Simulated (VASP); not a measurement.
Data:

```
CELL_PARAMETERS angstrom
      4.00844     0.00000     0.00000
      0.00000     4.00844     0.00000
      0.00000     0.00000     4.00844
ATOMIC_POSITIONS crystal
  Ba 0.00000 0.00000 0.00000
  Ti 0.50000 0.50000 0.50000
  O  0.50000 0.00000 0.50000
  O  0.00000 0.50000 0.50000
  O  0.50000 0.50000 0.00000
```

Level of theory: r2SCAN meta-GGA, VASP's PBE PAW potentials (set 64) (plane waves; VASP). Numerical set-up: 520 eV cut-off, 6×6×6 Γ-centred mesh, tetrahedra with Blöchl corrections, potentials Ba_sv Ti_sv O.

The cores are frozen, which limits the accuracy of field gradients.

### Question
Give the principal components of the electric field gradient (V/Å²) and the asymmetry η at each nucleus.

### Answer

| atom | Vxx | Vyy | Vzz | η |
|---|---|---|---|---|
| Ba1 | 0.0 | 0.0 | 0.0 | - |
| Ti2 | 0.0 | 0.0 | 0.0 | - |
| O3 | -15.1 | -15.1 | 30.1 | 0.00 |
| O4 | -15.1 | -15.1 | 30.1 | 0.00 |
| O5 | -15.1 | -15.1 | 30.1 | 0.00 |

The compound is BaTiO3 in the cubic perovskite structure, the ideal cubic form; the compound distorts at low or room temperature. It was relaxed first.
